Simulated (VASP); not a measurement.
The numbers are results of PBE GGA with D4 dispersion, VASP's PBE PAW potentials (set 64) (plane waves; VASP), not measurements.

VASP input:

### KPOINTS
```
Regular mesh
0
G
  7 7 7
0 0 0
```

POSCAR:
```
MnO
1
    4.4400000000     2.2200000000     2.2200000000
    2.2200000000     4.4400000000     2.2200000000
    2.2200000000     2.2200000000     4.4400000000
Mn O
2 2
Direct
  0.0000000000   0.0000000000   0.0000000000
  0.5000000000   0.5000000000   0.5000000000
  0.2500000000   0.2500000000   0.2500000000
  0.7500000000   0.7500000000   0.7500000000
```

**INCAR**
```
SYSTEM = MnO
PREC = Accurate; ENCUT = 520; LREAL = .False.
LASPH = .True.
EDIFF = 1E-6; NELM = 100; ALGO = Normal
LMAXMIX = 4
ISMEAR = 0; SIGMA = 0.05
GGA = PE; IVDW = 13
MAGMOM = 5.0 -5.0 0.0 0.0
ISPIN = 2
ISIF = 2
LWAVE = .False.; LCHARG = .False.; LORBIT = 10
```

POTCAR, in this order: Mn_pv O (PBE.64 set). Program: vasp_std.

The run wrote:

File OSZICAR:
```
       N       E                     dE             d eps       ncg     rms          rms(c)
DAV:   1     0.451083014919E+03    0.45108E+03   -0.22447E+04  4144   0.204E+03
DAV:   2     0.125306429036E+02   -0.43855E+03   -0.43010E+03  4146   0.559E+02
DAV:   3    -0.365209229254E+02   -0.49052E+02   -0.48204E+02  5649   0.174E+02
DAV:   4    -0.377803789191E+02   -0.12595E+01   -0.12494E+01  4510   0.286E+01
DAV:   5    -0.378021376891E+02   -0.21759E-01   -0.21742E-01  4937   0.415E+00    0.200E+01
DAV:   6    -0.331510678936E+02    0.46511E+01   -0.45961E+01  5459   0.552E+01    0.163E+01
DAV:   7    -0.331286777620E+02    0.22390E-01   -0.40066E+00  4696   0.234E+01    0.105E+01
DAV:   8    -0.331266359679E+02    0.20418E-02   -0.10579E+00  4943   0.748E+00    0.565E+00
DAV:   9    -0.331055280104E+02    0.21108E-01   -0.10187E-01  5508   0.417E+00    0.102E+00
DAV:  10    -0.331095864133E+02   -0.40584E-02   -0.34552E-02  4734   0.125E+00    0.380E-01
DAV:  11    -0.331094496294E+02    0.13678E-03   -0.27542E-03  4940   0.391E-01    0.989E-02
DAV:  12    -0.331096099355E+02   -0.16031E-03   -0.66188E-05  4328   0.798E-02    0.382E-02
DAV:  13    -0.331096314797E+02   -0.21544E-04   -0.24362E-05  4678   0.449E-02    0.134E-02
DAV:  14    -0.331096342594E+02   -0.27798E-05   -0.37396E-06  3841   0.202E-02    0.731E-03
DAV:  15    -0.331096343497E+02   -0.90296E-07   -0.89785E-07  2276   0.786E-03
   1 F= -.34396301E+02 E0= -.34396301E+02  d E =-.177987E-27  mag=     0.0000
```

OUTCAR:
```
------------------------ aborting loop because EDIFF is reached ----------------------------------------
  Edisp (eV):   -1.28667
  FORCE on cell =-STRESS in cart. coord.  units (eV):
  Direction    XX          YY          ZZ          XY          YZ          ZX
  --------------------------------------------------------------------------------------
  Total      -0.91876    -0.91876    -0.91876    -0.48573    -0.48573    -0.48573
  in kB     -33.63501   -33.63501   -33.63501   -17.78232   -17.78232   -17.78232
  external pressure =      -33.64 kB  Pullay stress =        0.00 kB
  volume of cell :       43.76
      direct lattice vectors                 reciprocal lattice vectors
     4.440000000  2.220000000  2.220000000     0.337837838 -0.112612613 -0.112612613
     2.220000000  4.440000000  2.220000000    -0.112612613  0.337837838 -0.112612613
     2.220000000  2.220000000  4.440000000    -0.112612613 -0.112612613  0.337837838
 POSITION                                       TOTAL-FORCE (eV/Angst)
 -----------------------------------------------------------------------------------
      0.00000      0.00000      0.00000        -0.000000     -0.000000      0.000000
      4.44000      4.44000      4.44000        -0.000000     -0.000000     -0.000000
      2.22000      2.22000      2.22000         0.000000     -0.000000     -0.000000
      6.66000      6.66000      6.66000         0.000000      0.000000      0.000000
 -----------------------------------------------------------------------------------
    total drift:                                0.000000     -0.000000     -0.000000
  FREE ENERGIE OF THE ION-ELECTRON SYSTEM (eV)
  ---------------------------------------------------
  free  energy   TOTEN  =       -34.3963009508 eV

  energy  without entropy=      -34.3963009508  energy(sigma->0) =      -34.39630095

 total charge

# of ion       s       p       d       tot
------------------------------------------
    1        0.200   6.176   4.983  11.359
    2        0.200   6.176   4.983  11.359
    3        1.561   3.418   0.000   4.980
    4        1.561   3.418   0.000   4.980
--------------------------------------------------
tot          3.523  19.188   9.966  32.677

 magnetization (x)

# of ion       s       p       d       tot
------------------------------------------
    1        0.015   0.016   4.299   4.330
    2       -0.015  -0.016  -4.299  -4.330
    3        0.000   0.000   0.000   0.000
    4        0.000   0.000   0.000   0.000
--------------------------------------------------
tot          0.000   0.000   0.000   0.000
```
(Selected blocks of OUTCAR.)

File OUTCAR:
```
 val. band max:        6.8026760069   @ k =   0.4286   0.4286   0.4286

 cond. band min:       7.7233400552   @ k =   0.0000   0.0000   0.0000


 Fermi energy:         7.1764283996

 spin component 1

 k-point     1 :       0.0000    0.0000    0.0000
  band No.  band energies     occupation
      1     -42.8004      1.00000
      2     -42.7640      1.00000
      3     -42.7640      1.00000
      4     -38.1031      1.00000
      5     -38.0876      1.00000
      6     -38.0876      1.00000
      7     -12.4673      1.00000
      8     -11.4817      1.00000
      9      -0.2726      1.00000
     10       1.9862      1.00000
     11       1.9862      1.00000
     12       4.0461      1.00000
     13       4.0461      1.00000
     14       4.0478      1.00000
     15       4.7827      1.00000
     16       4.7827      1.00000
     17       4.9881      1.00000
     18       6.1607      1.00000
     19       6.1607      1.00000
     20       7.7233      0.00000
     21       9.0468      0.00000
     22       9.0468      0.00000
     23       9.0522      0.00000

 k-point     2 :       0.1429   -0.0000   -0.0000
  band No.  band energies     occupation
      1     -42.7990      1.00000
      2     -42.7731      1.00000
      3     -42.7662      1.00000
      4     -38.1012      1.00000
      5     -38.0993      1.00000
      6     -38.0904      1.00000
      7     -12.3132      1.00000
      8     -11.4735      1.00000
      9       0.0340      1.00000
     10       1.8526      1.00000
     11       2.0447      1.00000
     12       2.7676      1.00000
     13       3.5887      1.00000
     14       3.6014      1.00000
     15       4.8054      1.00000
     16       5.0999      1.00000
     17       5.1995      1.00000
     18       6.2691      1.00000
     19       6.4292      1.00000
     20       8.6910      0.00000
     21       8.8908      0.00000
     22       9.1760      0.00000
     23       9.1942      0.00000
...
```

The compound is MnO in the rock salt, AFM-II order structure. The cell was not relaxed at this level. The run is one of a series of settings (IVDW = 13 against the base run), some of them coarse on purpose.
